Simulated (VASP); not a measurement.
# ZrB4C (F-43m) in VASP: settings compared

Aim: see how the results for ZrB4C move with the level of theory and the settings. Levels: PBE, PBE+D2. Tasks: relaxation of cell and atoms, single point.

Program: VASP 6.6.1. These are calculated values, not measurements. Logs are shortened: lines on timing, memory, paths and dates and some standing lists are left out, and cuts for length are marked.

### 1 The crystal as given

The structure is cubic, space group F-43m (No. 216). The conventional cell has a = 5.963 Å, b = 5.963 Å, c = 5.963 Å, α = 90.00°, β = 90.00°, γ = 90.00°. Zr (site symmetry -43m) is surrounded by 12 B at 2.50 Å and 4 C at 2.58 Å. Around B (site symmetry 3m) lie 3 B at 1.85 Å. Around C (site symmetry -43m) lie 12 B at 2.45 Å and 4 Zr at 2.58 Å.

The cell was built by a generator and needn't be a form met in nature.

### 2 Relaxation of cell and atoms, PBE

Input file INCAR:

```
ALGO = Fast
EDIFF = 1E-6
EDIFFG = -0.005
ENCUT = 600
GGA = PE
IBRION = 2
ISIF = 3
ISMEAR = 0
LASPH = True
LCHARG = False
LREAL = False
LWAVE = False
NELM = 80
NSW = 40
PREC = Accurate
SIGMA = 0.05
```

Input file KPOINTS:

```
k-points
0
Gamma
  8 8 8
```

Input file POSCAR:

```
ZrB4C
1.0
    0.0000000000      2.9816600000      2.9816600000
    2.9816600000      0.0000000000      2.9816600000
    2.9816600000      2.9816600000      0.0000000000
Zr B C
1 4 1
Direct
    0.2500000000      0.2500000000      0.2500000000
    0.6404400000      0.0786700000      0.6404400000
    0.0786700000      0.6404400000      0.6404400000
    0.6404400000      0.6404400000      0.0786700000
    0.6404400000      0.6404400000      0.6404400000
    0.0000000000      0.0000000000      0.0000000000
```

Potentials or basis: VASP PAW PBE potentials, release 64 (Zr_sv, B, C).

Command:

```sh
$ cat potpaw_PBE.64/Zr_sv/POTCAR potpaw_PBE.64/B/POTCAR potpaw_PBE.64/C/POTCAR > POTCAR
$ mpirun -np 1 vasp_std > vasp.out
```

OUTCAR:

```text
EDIFF = 1E-6
   EDIFFG = -0.005
   ENCUT = 600
   GGA = PE
   IBRION = 2
   ISIF = 3
   ISMEAR = 0
   LASPH = True
   LREAL = False
   NELM = 80
   NSW = 40
   PREC = Accurate

 ion  position               nearest neighbor table
   1  0.250  0.250  0.250-   2 2.50   3 2.50   4 2.50   5 2.50   5 2.50   5 2.50   3 2.50   4 2.50
                             3 2.50   2 2.50   4 2.50   2 2.50   6 2.58   6 2.58   6 2.58   6 2.58
   2  0.640  0.079  0.640-   3 1.85   4 1.85   5 1.85   1 2.50   1 2.50   1 2.50
   3  0.079  0.640  0.640-   2 1.85   4 1.85   5 1.85   1 2.50   1 2.50   1 2.50
   4  0.640  0.640  0.079-   2 1.85   3 1.85   5 1.85   1 2.50   1 2.50   1 2.50
   5  0.640  0.640  0.640-   2 1.85   3 1.85   4 1.85   1 2.50   1 2.50   1 2.50
   6  0.000  0.000  0.000-   1 2.58   1 2.58   1 2.58   1 2.58

  LATTYP: Found a face centered cubic cell.
 ALAT       =     5.9633200000

  Lattice vectors:

 A1 = (   0.0000000000,   2.9816600000,   2.9816600000)
 A2 = (   2.9816600000,   0.0000000000,   2.9816600000)
 A3 = (   2.9816600000,   2.9816600000,   0.0000000000)

Analysis of symmetry for initial positions (statically):
=====================================================================
 Subroutine PRICEL returns:
 Original cell was already a primitive cell.

 Routine SETGRP: Setting up the symmetry group for a
 face centered cubic supercell.

 Subroutine GETGRP returns: Found  6 space group operations
 (whereof  6 operations were pure point group operations)
 out of a pool of 48 trial point group operations.

The static configuration has the point symmetry C_3v.

Analysis of symmetry for dynamics (positions and initial velocities):
=====================================================================
 Subroutine PRICEL returns:
 Original cell was already a primitive cell.

 Routine SETGRP: Setting up the symmetry group for a
 face centered cubic supercell.

 Subroutine GETGRP returns: Found  6 space group operations
 (whereof  6 operations were pure point group operations)
 out of a pool of 48 trial point group operations.

The dynamic configuration has the point symmetry C_3v.

 Subroutine INISYM returns: Found  6 space group operations
 (whereof  6 operations are pure point group operations),
 and found     1 'primitive' translations

----------------------------------------------------------------------------------------

                                     Primitive cell

  volume of cell :      53.0157

  direct lattice vectors                    reciprocal lattice vectors
     0.000000000  2.981660000  2.981660000    -0.167691823  0.167691823  0.167691823
     2.981660000  0.000000000  2.981660000     0.167691823 -0.167691823  0.167691823
     2.981660000  2.981660000  0.000000000     0.167691823  0.167691823 -0.167691823

  length of vectors
     4.216704010  4.216704010  4.216704010     0.290450757  0.290450757  0.290450757

  position of ions in fractional coordinates (direct lattice)
     0.250000000  0.250000000  0.250000000
     0.640440000  0.078670000  0.640440000
     0.078670000  0.640440000  0.640440000
     0.640440000  0.640440000  0.078670000
     0.640440000  0.640440000  0.640440000
     0.000000000  0.000000000  0.000000000

  ion indices of the primitive-cell ions
   primitive index   ion index
                 1           1
                 2           2
                 3           3
                 4           4
                 5           5
                 6           6

----------------------------------------------------------------------------------------

 KPOINTS: k-points

Automatic generation of k-mesh.
 Grid dimensions read from file:
 generate k-points for:    8    8    8

 Generating k-lattice:

  Cartesian coordinates                     Fractional coordinates (reciprocal lattice)
    -0.020961478  0.020961478  0.020961478     0.125000000  0.000000000  0.000000000
     0.020961478 -0.020961478  0.020961478     0.000000000  0.125000000  0.000000000
     0.020961478  0.020961478 -0.020961478     0.000000000  0.000000000  0.125000000

  Length of vectors
     0.036306345  0.036306345  0.036306345

  Shift w.r.t. Gamma in fractional coordinates (k-lattice)
     0.000000000  0.000000000  0.000000000

 Subroutine IBZKPT returns following result:
 ===========================================

 Found     65 irreducible k-points:

 Following reciprocal coordinates:
            Coordinates               Weight
  0.000000  0.000000  0.000000      1.000000
  0.125000  0.000000  0.000000      6.000000
  0.125000  0.125000  0.125000      2.000000
  0.250000  0.000000  0.000000      6.000000
  0.250000  0.250000  0.250000      2.000000
  0.375000  0.000000  0.000000      6.000000
[... 16 lines left out ...]
 -0.250000  0.125000  0.000000     12.000000
  0.125000  0.125000  0.375000      6.000000
 [... further k-points ...]
   k-points           NKPTS =     65   k-points in BZ     NKDIM =     65   number of bands    NBANDS=     18
   number of dos      NEDOS =    301   number of ions     NIONS =      6
   total plane-waves  NPLWV =  46656
   dimension x,y,z NGX =    36 NGY =   36 NGZ =   36
   dimension x,y,z NGXF=    72 NGYF=   72 NGZF=   72
   ions per type =               1   4   1
   NGX,Y,Z   is equivalent  to a cutoff of  14.19, 14.19, 14.19 a.u.
   NGXF,Y,Z  is equivalent  to a cutoff of  28.39, 28.39, 28.39 a.u.
 SYSTEM =  unknown system
   PREC   = accura    normal or accurate (medium, high low for compatibility)
   ISTART =      0    job   : 0-new  1-cont  2-samecut
   ICHARG =      2    charge: 1-file 2-atom 10-const
   ISPIN  =      1    spin polarized calculation?
   LNONCOLLINEAR =      F non collinear calculations
   LSORBIT =      F    spin-orbit coupling
   LASPH  =      T    aspherical Exc in radial PAW
   ENCUT  =  600.0 eV  44.10 Ry    6.64 a.u.   8.42  8.42  8.42*2*pi/ulx,y,z
   NELM   =     80;   NELMIN=  2; NELMDL= -5     # of ELM steps
   EDIFF  = 0.1E-05   stopping-criterion for ELM
   LREAL  =      F    real-space projection
   EDIFFG = -.5E-02   stopping-criterion for IOM
   NSW    =     40    number of steps for IOM
   IBRION =      2    ionic relax: 0-MD 1-quasi-New 2-CG
   NFREE  =      1    steps in history (QN), initial steepest desc. (CG)
   ISIF   =      3    stress and relaxation
   ISYM   =      2    0-nonsym 1-usesym 2-fastsym
   POTIM  = 0.5000    time-step for ionic-motion
   TEBEG  =    0.0;   TEEND  =   0.0 temperature during run
   PSTRESS=    0.0 pullay stress
   NELECT =      28.0000    total number of electrons
   NUPDOWN=      -1.0000    fix difference up-down
   EMIN   =  10.00;   EMAX   =-10.00  energy-range for DOS
   EFERMI =   0.00;   METHOD = LEGACY
   ISMEAR =     0;   SIGMA  =   0.05  broadening in eV -4-tet -1-fermi 0-gaus
   EFERMI_NEDOS =   21; number of points for ismear=-14 and -15
   IALGO  =     68    algorithm
   IMIX   =      4    mixing-type and parameters
     AMIX     =   0.40;   BMIX     =  1.00
     AMIX_MAG =   1.60;   BMIX_MAG =  1.00
  volume/ion in A,a.u.               =       8.84        59.63
  Fermi-wavevector in a.u.,A,eV,Ry     =   1.323303  2.500681 23.825592  1.751132
  Thomas-Fermi vector in A             =   2.452921
   LORBIT       =      0    0 simple, 1 ext, 2 COOP (PROOUT), +10 PAW based schemes
   GGA     = PE    functional components
   LHFCALC =     F    Hartree Fock is set to
   AEXX    =    0.0000 exact exchange contribution
   IVDW    =     0    specifies the selected vdW correction
   LEPSILON=     F    determine dielectric tensor
   LRPA    =     F    only Hartree local field effects (RPA)
 conjugate gradient relaxation of ions
 non-spin polarized calculation
 RMM-DIIS sequential band-by-band and
 Gauss-broadening in eV      SIGMA  =   0.05
  energy-cutoff  :      600.00
  volume of cell :       53.02
 maximum number of plane-waves:      1807
 NGX is ok and might be reduce to    36
   NGX = 17   NGY = 17   NGZ = 17

--------------------------------------- Ionic step        1  -------------------------------------------

 number of electron      28.0000000 magnetization

 Free energy of the ion-electron system (eV)
  ---------------------------------------------------
  ext. energy  EPLUGINS =         0.00000000
  ---------------------------------------------------
  free energy    TOTEN  =       -37.79032379 eV

  energy without entropy =      -37.78756070  energy(sigma->0) =      -37.78894224

------------------------ aborting loop because EDIFF is reached ----------------------------------------

  FORCE on cell =-STRESS in cart. coord.  units (eV):
  Direction    XX          YY          ZZ          XY          YZ          ZX
  --------------------------------------------------------------------------------------
  -------------------------------------------------------------------------------------
  Total        0.0138877      0.0138877      0.0138877      0.0001603      0.0001603      0.0001603
  in kB        0.4196985      0.4196985      0.4196985      0.0048434      0.0048434      0.0048434
  external PRESSURE =       0.4196985 kB  Pullay stress =       0.0000000 kB
[... 145 lines left out ...]
  energy  without entropy=      -37.7885755476  energy(sigma->0) =      -37.78994047

--------------------------------------- Ionic step        5  -------------------------------------------

 number of electron      28.0000000 magnetization

 Free energy of the ion-electron system (eV)
  ---------------------------------------------------
  ext. energy  EPLUGINS =         0.00000000
  ---------------------------------------------------
  free energy    TOTEN  =       -37.79133466 eV

  energy without entropy =      -37.78859958  energy(sigma->0) =      -37.78996712

 E-fermi :   8.5636     XC(G=0): -12.3685

 val. band max:        8.5006068617   @ k =   0.3750   0.0000   0.0000
 cond. band min:       8.5762311895   @ k =   0.3750   0.3750  -0.1250
 fundamental gap:      0.0756243278
 Fermi energy:         8.5636046577

 k-point     1 :       0.0000    0.0000    0.0000
  band No.  band energies     occupation
      1     -38.9239      2.00000
      2     -17.1314      2.00000
      3     -17.1314      2.00000
      4     -17.1314      2.00000
      5      -5.9623      2.00000
      6       1.1535      2.00000
[... 10 lines left out ...]
     17      10.5095      0.00000
     18      10.5095      0.00000
[... 466 lines left out ...]
      2     -17.2314      2.00000
      3     -17.1629      2.00000
      4     -17.1436      2.00000
      5      -4.9151      2.00000
      6      -1.1168      2.00000
[... 10 lines left out ...]
     17      10.5637      0.00000
     18      11.3639      0.00000

 [... further k-points ...]

------------------------ aborting loop because EDIFF is reached ----------------------------------------

  FORCE on cell =-STRESS in cart. coord.  units (eV):
  Direction    XX          YY          ZZ          XY          YZ          ZX
  --------------------------------------------------------------------------------------
  -------------------------------------------------------------------------------------
  Total        0.0056294      0.0056294      0.0056294      0.0000287      0.0000287      0.0000287
  in kB        0.1705167      0.1705167      0.1705167      0.0008706      0.0008706      0.0008706
  external PRESSURE =       0.1705167 kB  Pullay stress =       0.0000000 kB
[... 21 lines left out ...]
  FREE ENERGIE OF THE ION-ELECTRON SYSTEM (eV)
  ---------------------------------------------------
  free  energy   TOTEN  =       -37.7913346585 eV

  energy  without entropy=      -37.7885995827  energy(sigma->0) =      -37.78996712

 reached required accuracy - stopping structural energy minimisation
```

Wall time 9.2 min (1 thread of Intel Xeon Platinum 8375C at 2.90GHz (Ice Lake), shared host); peak memory 0.27 GiB.

What came out:

| Item | Value |
| --- | --- |
| Free energy | -37.7913 eV |
| Relaxed volume | 8.82 Å³/atom |
| Relaxed cell | a = 4.213 Å, b = 4.213 Å, c = 4.213 Å, α = 60.00°, β = 60.00°, γ = 60.00° |
| Space group after relaxing (to 0.05 Å) | F-43m (No. 216) |
| Energy gained by relaxing | 0.2 meV/atom |
| Ionic steps | 5 |
| Pressure after relaxing | 0.0 GPa |
| Band gap on the k mesh | none (metal or under the smearing width) |

Step by step:
```tsv
step	energy change (eV)	largest force (eV/Å)	pressure (GPa)	volume (Å³)
1	0.0000	0.0708	0.04	53.02
2	-0.0007	0.0293	-0.26	53.03
3	-0.0008	0.0044	-0.45	53.04
4	-0.0010	0.0008	0.16	52.84
5	-0.0010	0.0012	0.02	52.89
```

Final structure:
```yaml
crystal:
  lattice:
    - [0.00001, 2.97937, 2.97937]
    - [2.97937, 0.00001, 2.97937]
    - [2.97937, 2.97937, 0.00001]
  atoms:
    - { symbol: Zr, position: [0.25000, 0.25000, 0.25000] }
    - { symbol: B, position: [0.63974, 0.08077, 0.63974] }
    - { symbol: B, position: [0.08077, 0.63974, 0.63974] }
    - { symbol: B, position: [0.63974, 0.63974, 0.08077] }
    - { symbol: B, position: [0.63974, 0.63974, 0.63974] }
    - { symbol: C, position: [0.00000, 0.00000, 0.00000] }
```

Levels at points of the mesh, in eV from the Fermi level:
| k point | band 12 | band 13 | band 14 | band 15 | band 16 | band 17 |
| --- | --- | --- | --- | --- | --- | --- |
| (0.00, 0.00, 0.00) | -3.00 | -2.60 | -2.60 | -2.60 | 1.95 | 1.95 |
| (0.50, 0.00, 0.00) | -2.46 | -0.83 | -0.83 | 0.33 | 2.74 | 2.74 |
| (0.50, 0.50, 0.50) | -2.46 | -0.83 | -0.83 | 0.33 | 2.74 | 2.74 |
| (0.50, 0.50, 0.00) | -0.66 | 0.24 | 0.25 | 0.25 | 2.46 | 2.60 |

### 3 Single point, PBE+D2, collinear spin, random start

Input file INCAR:

```
ALGO     = Fast           # electronic algorithm
EDIFF    = 1E-7           # SCF threshold, eV
ENCUT    = 900            # plane-wave cutoff, eV
GGA      = PE             # functional
ISIF     = 2              # what is computed and relaxed
ISMEAR   = 0              # smearing method
ISPIN    = 2              # spin polarisation
IVDW     = 1              # dispersion correction
LASPH    = T              # aspherical terms in the spheres
LCHARG   = T              # write CHGCAR
LELF     = T              # ELF
LMAXMIX  = 4              # l up to which the mixer works
LORBIT   = 11             # projections on sites
LREAL    = F              # projectors in reciprocal space
LVHAR    = T            
LWAVE    = F              # write WAVECAR
MAGMOM   = -0.23 0 0 0 0 0 # initial moments
NBANDS   = 27             # bands
NELM     = 80             # most SCF steps
NUPDOWN  = 1              # fixed moment
PREC     = Accurate       # precision mode
SIGMA    = 0.1            # smearing width, eV
```

KPOINTS is that of step 2.

POSCAR is that of step 2.

Potentials or basis: VASP PAW PBE potentials, release 64 (Zr_sv, B_h, C_h).

Command:

```sh
$ cat potpaw_PBE.64/Zr_sv/POTCAR potpaw_PBE.64/B_h/POTCAR potpaw_PBE.64/C_h/POTCAR > POTCAR
$ mpirun -np 1 vasp_std > vasp.out
```

Run time: 42 min. Hardware: 1 thread of Intel Xeon Platinum 8375C at 2.90GHz (Ice Lake), shared host; peak memory 0.54 GiB.

It converged, with:

```
Free energy                                           : -39.1841 eV
Pressure                                              : -6.5 GPa
Largest force                                         : 0.014 eV/Å
Net moment                                            : 1.00 μB per cell
Site moments                                          : Zr +0.24; B +0.02; C +0.12 μB
Valence electrons inside the program's atomic spheres : Zr 10.07; B 0.54; C 1.25
Dispersion energy per atom                            : -0.281 eV
```

Forces in eV/Å, atoms in the order of the input:
```
Zr   0.000  0.000  0.000
B   -0.008  0.008 -0.008
B    0.008 -0.008 -0.008
B   -0.008 -0.008  0.008
B    0.008  0.008  0.008
C    0.000  0.000  0.000
```

Caveat: the cutoff is under 1.25 times the usual one of these potentials, so pressure, stress and relaxed cells hold a basis-set (Pulay) error; the total moment is fixed, so each spin has its own Fermi level.
